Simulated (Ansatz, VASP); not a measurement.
# BeInH3: VASP beside Ansatz

Aim: how closely do two programs agree when they are given the same cell, functional and k mesh? The cell is generated by rule, not measured, and may not be a known phase. The two relaxations start from unlike cells of this crystal (the structure described is Ansatz's start), so only their ends are compared.

Program: Ansatz 0.2.0. Level of theory: plane waves, with VASP 6.6.1 beside it; relaxation of cell and atoms at LDA. Results are calculated unless marked as measured.

The structure was built from a prototype and need not be the compound's stable phase.

## 1. The starting structure

It takes space group R3m (No. 160, trigonal). Conventional cell: a = 4.993 Å, b = 4.993 Å, c = 6.115 Å, α = 90.00°, β = 90.00°, γ = 120.00°. Nearest to In lie 3 H at 2.32 Å. Be has 3 H at 1.47 Å nearest. Nearest to H lie 1 Be at 1.47 Å. Farther neighbours are not listed.

Structure file:

```xyz
5
Lattice="3.5304 0.0000 0.0000 0.0000 3.5304 0.0000 0.0000 0.0000 3.5304" Properties=species:S:1:pos:R:3 pbc="T T T"
In    3.5304    0.0000    0.0000
Be    1.8245    1.7060    1.7060
H     1.6308    1.8996    0.2574
H     1.6308    0.2574    1.8996
H     3.2730    1.8996    1.8996
```

## 2. VASP: relaxation of cell and atoms, LDA

The relaxed volume is the usual yardstick between codes: in a stiff, nearly cubic crystal its relative difference is about their pressure difference at one cell divided by the bulk modulus.

Lines of VASP's logs that name or quote its potential files are left out, and so is its time.

File INCAR:

```
SYSTEM = BeInH3
PREC = Accurate
ENCUT = 600
EDIFF = 1E-07
NELM = 120
ISMEAR = 1
SIGMA = 0.2
LREAL = .FALSE.
ALGO = Normal
GGA = CA
NBANDS = 15
LORBIT = 11
LWAVE = .FALSE.
LCHARG = .FALSE.
ISIF = 3
IBRION = 2
NSW = 80
EDIFFG = -0.005
LASPH = .TRUE.
GGA_COMPAT = .FALSE.
NELMIN = 4
KPAR = 2
```

File POSCAR:

```
BeInH3
1.0
    3.6828880848      0.0108566253      0.0108566253
    0.0108566253      3.6828880848     -0.0108566253
    0.0108566253     -0.0108566253      3.6828880848
In Be H
1 1 3
Direct
    0.0205656758      0.9794343242      0.9794343242
    0.6084684603      0.3915315397      0.3915315397
    0.4199833336      0.5800166664      0.1012854936
    0.4199833336      0.1012854936      0.5800166664
    0.8987145064      0.5800166664      0.5800166664
```

File KPOINTS:

```
Automatic mesh
0
Gamma
12 12 12
0 0 0
```

PAW data sets: In_d, Be and H (LDA family, release 64).

On the command line:

```bash
mpirun -np 2 vasp_std
```

Numbers of over 12 decimals in the logs are rounded to 6 here.

The program printed:

```text
[banner, memory and clock lines left out]
running    2 mpi-ranks, on    1 nodes
 distrk:  each k-point on    1 cores,    2 groups
 distr:  one band on    1 cores,    1 groups

 POSCAR found type information on POSCAR InBeH
 POSCAR found :  3 types and       5 ions
 LDA part: xc-table for (Slater(with rela. corr.)+CA(PZ))
 , standard interpolation
 POSCAR, INCAR and KPOINTS ok, starting setup
 FFT: planning ... GRIDC
 FFT: planning ... GRID_SOFT
 FFT: planning ... GRID
 WAVECAR not read
 entering main loop
       N       E                     dE             d eps       ncg     rms          rms(c)
DAV:   1     0.982995308696E+02    0.98300E+02   -0.90828E+03  5677   0.151E+03
DAV:   2    -0.111134483110E+02   -0.10941E+03   -0.10479E+03  6062   0.323E+02
DAV:   3    -0.176521336140E+02   -0.65387E+01   -0.64833E+01  7525   0.774E+01
DAV:   4    -0.177911927061E+02   -0.13906E+00   -0.13902E+00  6919   0.114E+01
DAV:   5    -0.177970412382E+02   -0.58485E-02   -0.58484E-02  8557   0.213E+00    0.626E+00
DAV:   6    -0.166492493045E+02    0.11478E+01   -0.10414E+00  8869   0.145E+01    0.323E+00
DAV:   7    -0.164010614123E+02    0.24819E+00   -0.64529E-01  9197   0.609E+00    0.886E-01
DAV:   8    -0.164002992815E+02    0.76213E-03   -0.70148E-02  6923   0.284E+00    0.426E-01
DAV:   9    -0.164002475897E+02    0.51692E-04   -0.12275E-03  7412   0.269E-01    0.330E-01
DAV:  10    -0.164002490446E+02   -0.14549E-05   -0.32397E-04  8149   0.157E-01    0.465E-02
DAV:  11    -0.164002492038E+02   -0.15924E-06   -0.30599E-05  8173   0.596E-02    0.150E-02
DAV:  12    -0.164002489604E+02    0.24342E-06   -0.22029E-06  7207   0.139E-02    0.586E-03
DAV:  13    -0.164002490032E+02   -0.42791E-07   -0.16268E-07  6325   0.312E-03
   1 F= -.16400249E+02 E0= -.16399528E+02  d E =-.164002E+02
 curvature:   0.00 expect dE= 0.000E+00 dE for cont linesearch  0.000E+00
 trial: gam= 0.00000 g(F)=  0.271E-05 g(S)=  0.252E-04 ort = 0.000E+00 (trialstep = 0.100E+01)
 search vector abs. value=  0.279E-04
 bond charge predicted
       N       E                     dE             d eps       ncg     rms          rms(c)
DAV:   1    -0.164003784722E+02   -0.12951E-03   -0.29682E-03  7700   0.983E-01    0.619E-02
DAV:   2    -0.164002829986E+02    0.95474E-04   -0.25465E-04  7378   0.306E-01    0.236E-02
DAV:   3    -0.164002705955E+02    0.12403E-04   -0.44800E-05  7574   0.124E-01    0.835E-03
DAV:   4    -0.164002701759E+02    0.41960E-06   -0.23369E-06  6279   0.131E-02    0.636E-03
DAV:   5    -0.164002699075E+02    0.26848E-06   -0.37080E-07  6300   0.476E-03    0.191E-03
DAV:   6    -0.164002699030E+02    0.44236E-08   -0.28991E-08  3213   0.174E-03
   2 F= -.16400270E+02 E0= -.16399552E+02  d E =-.208999E-04
 trial-energy change:   -0.000021  1 .order   -0.000021   -0.000028   -0.000013
 step:   1.9220(harm=  1.9220)  dis= 0.00021  next Energy=   -16.400276 (dE=-0.268E-04)
 reached required accuracy - stopping structural energy minimisation
```

From OUTCAR (step 2):

```text
ion  position               nearest neighbor table
   1  0.021  0.979  0.979-   3 2.13   4 2.13   5 2.13   2 2.61   2 3.06   2 3.06   2 3.06
   2  0.608  0.392  0.392-   3 1.46   4 1.46   5 1.46   1 2.61   1 3.06   1 3.06   1 3.06
   3  0.420  0.580  0.101-   2 1.46   1 2.13
   4  0.420  0.101  0.580-   2 1.46   1 2.13
   5  0.899  0.580  0.580-   2 1.46   1 2.13

  LATTYP: Found a trigonal (rhomboedric) cell.
 ALAT       =     3.6829200884
 COS(alpha) =    -0.0058869207

 Subroutine GETGRP returns: Found  6 space group operations
 (whereof  6 operations were pure point group operations)

The static configuration has the point symmetry C_3v.

 Found    189 irreducible k-points:

   k-points           NKPTS =    189   k-points in BZ     NKDIM =    189   number of bands    NBANDS=     15

   dimension x,y,z NGX =    30 NGY =   30 NGZ =   30
   dimension x,y,z NGXF=    60 NGYF=   60 NGZF=   60

   ENCUT  =  600.0 eV  44.10 Ry    6.64 a.u.   7.36  7.36  7.36*2*pi/ulx,y,z

   NELECT =      18.0000    total number of electrons

 k-points in reciprocal lattice and weights: Automatic mesh
   0.00000000  0.00000000  0.00000000       0.001
   0.08333333  0.00000000  0.00000000       0.003
   0.16666667  0.00000000  0.00000000       0.003
   0.25000000 -0.00000000  0.00000000       0.003
   0.33333333  0.00000000  0.00000000       0.003
   0.41666667  0.00000000  0.00000000       0.003
   0.50000000 -0.00000000  0.00000000       0.002
   0.08333333  0.08333333  0.00000000       0.003
   0.16666667  0.08333333  0.00000000       0.007
[...]
0.50000000  0.50000000  0.41666667       0.003
   0.50000000  0.50000000  0.50000000       0.001

 average (electrostatic) potential at core
       1 -96.1234       2 -32.4251       3 -31.4502       4 -31.4502       5 -31.4502

 E-fermi :   4.3172

 k-point     1 :       0.0000    0.0000    0.0000
  band No.  band energies     occupation
    ...
      4      -9.8791      2.00000
      5      -9.8601      2.00000
      6      -5.7078      2.00000
      7       1.7316      2.00000
      8       1.7316      2.00000
      9       4.7599     -0.00756
     10       6.0404     -0.00000
     11       8.2195     -0.00000
     12       8.2195     -0.00000
     13      13.6250      0.00000
    ...

 k-point     2 :       0.0833    0.0000    0.0000
  band No.  band energies     occupation
    ...
      4      -9.8803      2.00000
      5      -9.8622      2.00000
      6      -5.6354      2.00000
      7       1.4910      2.00000
      8       1.7724      2.00000
      9       4.5117     -0.04406
     10       6.2875     -0.00000
     11       8.2653     -0.00000
     12       8.5798      0.00000
     13      13.0857      0.00000
    ...

 k-point     3 :       0.1667    0.0000    0.0000
  band No.  band energies     occupation
    ...
      5      -9.8657      2.00000
      6      -5.4180      2.00000
      7       0.8041      2.00000
      8       1.8873      2.00000
      9       4.2816      1.29572
     10       6.6410     -0.00000
     11       8.3903      0.00000
     12       9.3991      0.00000
     13      12.2154      0.00000
     14      12.4649      0.00000
    ...

  Total        0.0146427      0.0146427      0.0146427      0.0009114     -0.0009114      0.0009114
  in kB        0.4692596      0.4692596      0.4692596      0.0292094     -0.0292094      0.0292094
  external PRESSURE =       0.4692596 kB  Pullay stress =       0.0000000 kB

  energy-cutoff  :      600.00
  volume of cell :       49.99
      direct lattice vectors                 reciprocal lattice vectors
     3.683919712  0.010993484  0.010993484     0.271454848 -0.000812495 -0.000812495
     0.010993484  3.683919712 -0.010993484    -0.000812495  0.271454848  0.000812495
     0.010993484 -0.010993484  3.683919712    -0.000812495  0.000812495  0.271454848

 POSITION                                       TOTAL-FORCE (eV/Angst)
 -----------------------------------------------------------------------------------
      0.09740      3.59751      3.59751         0.002186     -0.002186     -0.002186
      2.25024      1.44467      1.44467         0.000963     -0.000963     -0.000963
      1.55456      2.14035      0.37133        -0.000394      0.000394      0.002360
      1.55456      0.37133      2.14035        -0.000394      0.002360      0.000394
      3.32358      2.14035      2.14035        -0.002360      0.000394      0.000394
 -----------------------------------------------------------------------------------
    total drift:                               -0.000125      0.000125      0.000125

  FREE ENERGIE OF THE ION-ELECTRON SYSTEM (eV)
  ---------------------------------------------------
  free  energy   TOTEN  =       -16.4002699030 eV

  energy  without entropy=      -16.3981152606  energy(sigma->0) =      -16.39955169

 reached required accuracy - stopping structural energy minimisation

 total charge
# of ion       s       p       d       tot
------------------------------------------
    1        1.055   0.417   9.876  11.348
    2        0.435   0.632   0.000   1.067
    3        0.535   0.008   0.000   0.543
    4        0.535   0.008   0.000   0.543
    5        0.535   0.008   0.000   0.543
--------------------------------------------------
tot          3.094   1.074   9.876  14.044

[... 3 further parts left out ...]
```

CONTCAR:

```
BeInH3
   1.00000000000000
     3.6839197116517952    0.0109934843917225    0.0109934843917225
     0.0109934843917225    3.6839197116517952   -0.0109934843917225
     0.0109934843917225   -0.0109934843917225    3.6839197116517952
  In              Be              H
     1     1     3
Direct
     0.0205933010938223    0.9794066989061777    0.9794066989061777
     0.6084910543588231    0.3915089456411769    0.3915089456411769
     0.4199529485360095    0.5800470514639905    0.1012749428246613
     0.4199529485360095    0.1012749428246613    0.5800470514639905
     0.8987250571753387    0.5800470514639905    0.5800470514639905
```

## 3. Ansatz: relaxation of cell and atoms, LDA

Ansatz runs on its PAW soft_1 files.

Its own start cell and the same functional (in two slightly different forms), mesh and smearing now go to Ansatz, which takes its cutoff from its data sets.

File input.yaml:

```yaml
crystal:
  lattice:
    - [3.5304351694, 0.0, 0.0]
    - [0.0, 3.5304351694, 0.0]
    - [0.0, 0.0, 3.5304351694]
  atoms:
    - { symbol: In, position: [-8.5008e-06, 8.5008e-06, 8.5008e-06] }
    - { symbol: Be, position: [0.5167800006, 0.4832199994, 0.4832199994] }
    - { symbol: H, position: [0.46193211, 0.53806789, 0.0729201669] }
    - { symbol: H, position: [0.46193211, 0.0729201669, 0.53806789] }
    - { symbol: H, position: [-0.0729201669, 0.53806789, 0.53806789] }
kpoints:
  mp_grid: { grid: [12, 12, 12] }
hamiltonian:
  xc: lda
  pseudopotentials: { kind: paw, azcp: { folder: soft_1 }, xc_functional: pbe }
scf:
  occupations: { method: methfessel_paxton, width: 0.2 }
output:
  forces: true
  stress: true
  eigenvalues: true
relax:
  adjacent_minimum: "off"
  f_tol: 0.002
  max_steps: 120
  cell: { stress_tol: 0.03 }
```

On the command line:

```bash
ansatz run input.yaml --threads 4 --pin off --max-ram 16384MiB --backend cpu --events-out ev --progress --plain --runs-dir out
```

The program printed:

```text
Engine: ansatz 0.2.0, aarch64-unknown-linux-gnu
Pseudopotentials: kind: paw
Pseudopotential: In, paw, valence charge 13, recommended cutoff 420 eV (normal), soft_1/In.paw.azcp
Pseudopotential: Be, paw, valence charge 2, recommended cutoff 420 eV (normal), soft_1/Be.paw.azcp
Pseudopotential: H, paw, valence charge 1, recommended cutoff 420 eV (normal), soft_1/H.paw.azcp
Functional definition: SPW92
  exchange = slater_x
  correlation = pw_c
Crystal: 5 atoms, lattice volume = 44.003 Å³
Basis set: ecut = 420 eV, 847 PW (Γ)
Bands: 14, of which v1, the nominal top of the filled ones, is band 9 counted from 1 (8 counted from 0)
Symmetry: 6 space group operations
Space group: R3m (ITA 160), of the structure as read, at distance tolerance 3.5e-5 Å
k-points: 189 of 1728 (time reversal used)
Non-local potential: In, projectors of the file, l = 0: 2, l = 1: 2, l = 2: 2, l = 3: 1
Non-local potential: Be, projectors of the file, l = 0: 2, l = 1: 2, l = 2: 1
Non-local potential: H, projectors of the file, l = 0: 2, l = 1: 1
PAW form: soft (Blöchl's): semilocal exchange-correlation on the pseudo side does not see the compensation charge
PAW frozen core: In, regenerated for the run's functional, and the local potential with it (the file was generated under x = pbe(κ = 0.804, μ = 0.219515), c = pbe(β = 0.066725))
PAW frozen core: Be, regenerated for the run's functional, and the local potential with it (the file was generated under x = pbe(κ = 0.804, μ = 0.219515), c = pbe(β = 0.066725))
PAW one-centre angular grid: In, 590 points (default); XC on 64 Gauss nodes
PAW one-centre angular grid: Be, 110 points (default); XC on 64 Gauss nodes
PAW one-centre angular grid: H, 110 points (default); XC on 64 Gauss nodes
Initial density: superposition of atomic densities (chi_scale 0.1, normalization cell, long waves kept (reshape's long-wave potential 0.00 eV rms))
Initial wavefunctions: pseudopotential atomic-orbital guess
Functional: x = slater, c = lda
SCF iter   1: F=—  HF=-5591.356999 eV  |F-HF|=—  |Δ(HF+E_count)|=         —  Δρ=6.45e-2  dr2=2.29e0  ethr=3.10e-3  ⟨swp⟩=5.1  Hψ=15294  notcnv=0
preconditioner: auto → none  [metal: Δε(μ)=0.031 eV  Ē_g=13.987 eV  σ=0.200 eV  W_gap=0.13  n_scr=6 (ndim 8)  ℏωp=23.7 eV  f_vac=0.000  D(μ)=0.71/eV (n_scr^D=0)  sad-step TF]
SCF iter   2: F=—  HF=-5590.771878 eV  |F-HF|=—  |Δ(HF+E_count)|=   5.85e-1  S|Δr|=    0.00e0  Δρ=3.54e-2  dr2=7.81e-1  ethr=3.10e-3  ⟨swp⟩=2.9  Hψ=5725  notcnv=0  defer=131
SCF iter   3: F=—  HF=-5590.472459 eV  |F-HF|=—  |Δ(HF+E_count)|=   2.99e-1  S|Δr|=    0.00e0  Δρ=5.62e-3  dr2=1.04e-2  ethr=3.10e-3  ⟨swp⟩=2.2  Hψ=4396  notcnv=0  defer=131
SCF iter   4: F=—  HF=-5590.468872 eV  |F-HF|=—  |Δ(HF+E_count)|=   3.59e-3  S|Δr|=    0.00e0  Δρ=1.68e-3  dr2=6.14e-4  ethr=5.76e-5  ⟨swp⟩=2.0  Hψ=5293  notcnv=0  defer=130
SCF iter   5: F=—  HF=-5590.468771 eV  |F-HF|=—  |Δ(HF+E_count)|=   1.01e-4  S|Δr|=    0.00e0  Δρ=3.06e-4  dr2=5.24e-5  ethr=3.41e-6  ⟨swp⟩=2.0  Hψ=4194  notcnv=0  defer=130
SCF iter   6: F=—  HF=-5590.468757 eV  |F-HF|=—  |Δ(HF+E_count)|=   1.39e-5  S|Δr|=    0.00e0  Δρ=6.33e-5  dr2=2.10e-6  ethr=2.91e-7  ⟨swp⟩=2.2  Hψ=4087  notcnv=0  defer=130
SCF iter   7: F=—  HF=-5590.468757 eV  |F-HF|=—  |Δ(HF+E_count)|=   1.55e-7  S|Δr|=    0.00e0  Δρ=1.96e-5  dr2=2.10e-7  ethr=1.16e-8  ⟨swp⟩=2.0  Hψ=4218  notcnv=0  defer=130
SCF iter   8: F=-5590.468757 eV  HF=-5590.468757 eV  |F-HF|=5.15e-9  |Δ(HF+E_count)|=   5.45e-8  S|Δr|=    0.00e0  Δρ=4.00e-6  dr2=7.72e-9  ethr=5.56e-10  ⟨swp⟩=8.3  Hψ=13324  notcnv=0
SCF 1 converged in 8 iterations: F = -5590.468757 eV  dr2 = 7.72e-9
  greatest PAW one-centre occupation: 0.984 electrons in one spin orbital (limit 2), on the In atom at site 0 (counted from 0), in its partial waves of l = 2
relax step   1: F+E_penalty+E_count = -5590.46875695 eV  Δ(F+E_penalty+E_count) = +0.000e0 eV  max|allowed force component| = 2.137e-1 eV/Å  Δτ_max = 0.0000 Å  P = +4.160 GPa  Ω = 44.003 Å³  (8 SCF iters, dr2 threshold 1.00e-7 eV, accepted)
[...]
relax step  12: F+E_penalty+E_count = -5590.80499056 eV  Δ(F+E_penalty+E_count) = -4.739e-3 eV  max|allowed force component| = 5.524e-4 eV/Å  Δτ_max = 0.0000 Å  P = +0.065 GPa  Ω = 49.934 Å³  stress off target by 6.76e-2 GPa  SCF on the basis re-selected at this cell (its energy is not comparable with the rows above)  (6 SCF iters)
[...]
relax step  13: F+E_penalty+E_count = -5590.80496152 eV  Δ(F+E_penalty+E_count) = +2.904e-5 eV  max|allowed force component| = 4.333e-4 eV/Å  Δτ_max = 0.0011 Å  P = +0.000 GPa  Ω = 50.020 Å³  energy of the carried Pulay correction = -4.648e-5 eV  (4 SCF iters, dr2 threshold 1.14e-8 eV, accepted)
[...]
relax step  14: F+E_penalty+E_count = -5590.80501289 eV  Δ(F+E_penalty+E_count) = -5.137e-5 eV  max|allowed force component| = 4.348e-4 eV/Å  Δτ_max = 0.0000 Å  P = +0.001 GPa  Ω = 50.020 Å³  stress off target by 2.62e-3 GPa  SCF on the basis re-selected at this cell (its energy is not comparable with the rows above)  (5 SCF iters)
basis re-selected at this cell: Δ(F+E_penalty+E_count) = -5.137e-5 eV, ΔP = +0.000 GPa vs the last step (what re-selecting the basis moved, of the pressure what is left beyond the Pulay correction that the steps carried, after the strain that the cell walked since its last selection, with what the two solves' SCF thresholds leave and, on support functions, any second-order correction that the steps lacked; it is no m [...]
SCF converged after 5 iterations
Stability not checked: this state was not tested for a lower state beside it, because cold or Methfessel-Paxton smearing, or corrected tetrahedra, fill the levels in a way that the test cannot read (fill_not_monotonic; see scf.lower_state_search)
Free energy (F): -5590.805013 eV
Harris-Foulkes:  -5590.805013 eV  (|F-HF|=7.28e-12)
Internal energy: -5590.803075 eV  (E = F + TS)
E sigma→0 (E₀):  -5590.804528 eV
Entropy (-TS):   -0.001938 eV (-0.388 meV/atom)
Fermi energy:    6.063211 eV
--- Per-component energies (eV) ---
  E_band       = -67.651991
  E_kinetic    = 276.150585
  E_local      = -1248.581729  (includes V_loc(G=0)·N_el)
  E_nonlocal   = 336.115333
  E_hartree    = 495.242941
  E_xc         = -188.625593
  E_vxc        = -145.514775  (∫ρ·V_xc dr)
  E_paw        = -4121.724810  (= ΣΔE_a)
  E_vpaw       = -276.304559  (= ΣTr[D̂ρ^β])
  E_aug_tail   = -0.002769  (compensation charges beyond the density's cutoff)
  E_ewald      = -1139.691855
  E_core_change = 0.314822  (= ΣΔE_core)
  E_smearing   = -0.001938  (= −TS)
  E_closure    = 0.000000  (closes the sum)
  Σ components = -5590.805013   (vs F -5590.805013, Δ=0.00e0)
--- Forces (eV/Å), atoms counted from 1 ---
  atom   1  In    -0.00036728     0.00036728     0.00036728
  atom   2  Be     0.00041789    -0.00041789    -0.00041789
  atom   3  H     -0.00024270     0.00024270    -0.00043476
  atom   4  H     -0.00024270    -0.00043476     0.00024270
  atom   5  H      0.00043476     0.00024270     0.00024270
  max |Σ_I F_I| component: 2.57e-8 eV/Å
--- Stress (GPa, compression-positive) ---
        0.000515       0.001566       0.001566
        0.001566       0.000515      -0.001566
        0.001566      -0.001566       0.000515
  P = ⅓ Tr σ = 0.0005 GPa (0.005 kbar)
--- Band table (eV; the first three rows and the last of 189) ---
  k-point 0: bands = [... 5 lower, -3.9486, 3.4910, 3.4910, 6.4746, 7.7919, 10.0159, 10.0159, 15.3446, ... 1 higher]
  k-point 1: bands = [... 5 lower, -3.8762, 3.2508, 3.5320, 6.2321, 8.0379, 10.0612, 10.3695, 14.8150, ... 1 higher]
  k-point 2: bands = [... 5 lower, -3.6588, 2.5641, 3.6476, 6.0067, 8.3953, 10.1843, 11.1738, 13.9519, ... 1 higher]
  k-point 188: bands = [... 5 lower, 1.9567, 2.2646, 2.2646, 4.1852, 5.4617, 5.7216, 5.7216, 7.5637, ... 1 higher]
--- Relaxed structure (12 steps of the walk, 12 accepted, 2 SCFs on fresh bases) ---
  F+E_penalty+E_count = -5590.80501289 eV   max|allowed force component| = 4.348e-4 eV/Å   (the final SCF, on the basis selected at the relaxed cell)
  cell:  # Å, volume = 50.0199 Å³
    - [3.684591, 0.016052, 0.016052]
    - [0.016052, 3.684591, -0.016052]
    - [0.016052, -0.016052, 3.684591]
  atoms:
    - { symbol: In, position: [0.021723, -0.021723, -0.021723] }
    - { symbol: Be, position: [0.609246, 0.390754, 0.390754] }
    - { symbol: H, position: [0.419713, 0.580287, 0.102679] }
    - { symbol: H, position: [0.419713, 0.102679, 0.580287] }
    - { symbol: H, position: [-0.102679, 0.580287, 0.580287] }
```

## 4. Side by side

Known differences besides the potentials themselves: the two LDA forms differ slightly; the cutoff is 420 eV in Ansatz and 600 eV in VASP; VASP's log shows a relativistic correction to its local exchange, Ansatz's none; Ansatz adds a Pulay correction to the stress that steers its cell, VASP none. Total energies have different zeros and are not compared.

Compared:

| quantity | Ansatz | VASP | difference |
| --- | --- | --- | --- |
| volume (Å³) | 50.02 | 49.99 | +0.05 % |
| edge a after relaxation, in the typed setting (Å) | 3.685 | 3.684 | +0.02 % |

## 5. What came out

```json
{"difference in volume (relaxation of cell and atoms, LDA)": "0.052 %"}
```

The difference in volume is 0.052 % (relaxation of cell and atoms, LDA), within the 1.2 % picked in this series as the mark of a large difference, as far as the stopping tolerances let one tell. How closely two codes agree says nothing of how well the functional describes the real material.

[Lines on the potential files, build, host, timing and source positions are cut from VASP's logs without a mark.]

[Logs are printed without paths, hosts, clocks, repeated set-up lines and the standing remarks that a program may print on its own settings, such as how far it seeks lower states.]

[Hosts, paths, dates, database ids (printed as entryN), source tags and the programs' standing remarks are cut or masked in the printed files.]
